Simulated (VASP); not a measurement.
The input files of a VASP run:

### POSCAR
```
Sb
1
    3.6289729514    -2.0940855370    -0.0717094581
    3.6289729514     2.0940855370    -0.0717094581
    2.4886197661     0.0000000000     3.3714302189
Sb
2
Direct
  0.2505158134   0.2505158134   0.2505158165
  0.7494841866   0.7494841866   0.7494841835
```

INCAR:
```
LMIXTAU  =  .TRUE.
METAGGA  =  R2SCAN
SYSTEM  =  Sb
LWAVE  =  .FALSE.
IBRION  =  2   # conjugate gradients
SIGMA  =  0.1   # width (eV)
EDIFF  =  1E-6   # SCF stop (eV)
ENCUT  =  500
LCHARG  =  .FALSE.
NSW  =  40   # most ionic steps
LREAL  =  .FALSE.
PREC  =  Accurate
ISIF  =  3   # ions, shape and volume
NELM  =  100
ISMEAR  =  1
EDIFFG  =  -0.02
PSTRESS  =  100   # kbar
LASPH  =  .TRUE.
LMAXMIX  =  4   # l cut-off of mixed one-centre charges
ALGO  =  Normal   # blocked Davidson
```

### KPOINTS
```
Regular mesh
0
G
 11 11 11
0 0 0
```

POTCAR, in this order: Sb (PBE.64 set). Program: vasp_std.

### Question
Translate this r2SCAN calculation to Ansatz.

### Answer
One equivalent input (not run):
Ansatz 0.2 input:
```yaml
crystal:
  lattice:
    - [3.6289730, -2.0940855, -0.0717095]
    - [3.6289730, 2.0940855, -0.0717095]
    - [2.4886198, 0.0000000, 3.3714302]
  atoms:
    - { symbol: Sb, position: [0.2505158, 0.2505158, 0.2505158] }
    - { symbol: Sb, position: [0.7494842, 0.7494842, 0.7494842] }
kpoints:
  mp_grid: { grid: [11, 11, 11] }
hamiltonian:
  xc: r2scan
  pseudopotentials: { kind: paw }
scf:
  occupations: { method: methfessel_paxton, width: 0.1 }
  max_iter: 100
relax:
  max_steps: 40
  f_tol: 0.02
  cell: { p_target: 10 }
output: { forces: true, stress: true, eigenvalues: true }
```
The two are equivalent in intent, not identical: each code has its own PAW files, so the cut-off isn't converted (ENCUT is set for VASP's; basis.ecutwfc is left out, and Ansatz then takes the one that its files recommend); Ansatz stops its SCF on the density residual and VASP on the energy change (EDIFF).

The compound is Sb in the a7 structure. This run relaxes it under an external pressure of 10 GPa. Symmetry was kept, so distortions that lower it aren't found.
